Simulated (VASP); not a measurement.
Given:

```yaml
crystal:
  lattice:
    - [3.50357, 0.00000, 0.00000]
    - [0.00000, 3.50357, 0.00000]
    - [0.00000, 0.00000, 3.50357]
  atoms:
    - { symbol: Si, position: [0.00000, 0.00000, 0.00000] }
    - { symbol: Ni, position: [0.00000, 0.50000, 0.50000] }
    - { symbol: Ni, position: [0.50000, 0.00000, 0.50000] }
    - { symbol: Ni, position: [0.50000, 0.50000, 0.00000] }
```

Calculation: PBE GGA, VASP's PBE PAW potentials (set 64) (plane waves; VASP). Numerical set-up: 480 eV cut-off, 8×8×8 Γ-centred mesh, first-order Methfessel-Paxton smearing of 0.10 eV, potentials Si Ni.

**Question.** Estimate the energy per atom (σ→0), band gap (on the k-mesh) with the smallest direct gap where there is one.

**Answer.** 
The band gap (on the k-mesh) is none (metal, semimetal or under 0.01 eV) and the energy per atom (σ→0) is -5.920 eV/atom.

The compound is Ni3Si in the L1_2 structure. It was relaxed first. The run is not spin-polarised, so no magnetic state was tried.
